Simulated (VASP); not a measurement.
Runs of VASP 6.6.1 on C2BF2H. The cell holds a molecule in a box, 6 atoms: a = 13.000 Å, b = 11.000 Å, c = 13.000 Å, α = 90.00°, β = 90.00°, γ = 90.00°. 

```csv
task,level,potentials or basis,cutoff (eV),grid for exact exchange (PRECFOCK),exchange at q = 0,gap on the mesh (eV),largest force (eV/Å)
atomic charges,PBE+TS,"VASP PAW PBE potentials, release 64 (C, B, F, H)",520,-,-,5.14,1.06
single point,PBE0+D3(BJ),"VASP PAW PBE potentials, release 64 (C_s, B_s, F_s, H_s)",400,Fast,truncated,7.39,(a)
electron localisation function,PBE,"VASP PAW PBE potentials, release 64 (C, B, F, H)",520,-,-,5.14,1.06
single point,PBE,"VASP PAW PBE potentials, release 64 (C, B, F, H)",520,-,-,5.14,1.06
single point,r2SCAN0+D4,"VASP PAW PBE potentials, release 64 (C, B, F, H)",520,Fast,truncated,7.73,0.34
```

Alike in all rows: no spin polarisation; cell as given; k mesh 1 × 1 × 1; smearing gaussian 0.01 eV.

Q: Estimate the missing entries.

A: (a) 1.49.

Caveats: the standard files for N, O and F lose accuracy on very short bonds; the PAW data sets were made with another functional, which shifts forces and pressure a little (some runs).

A k mesh can miss the band edges.

Not every run made on this cell is shown here.
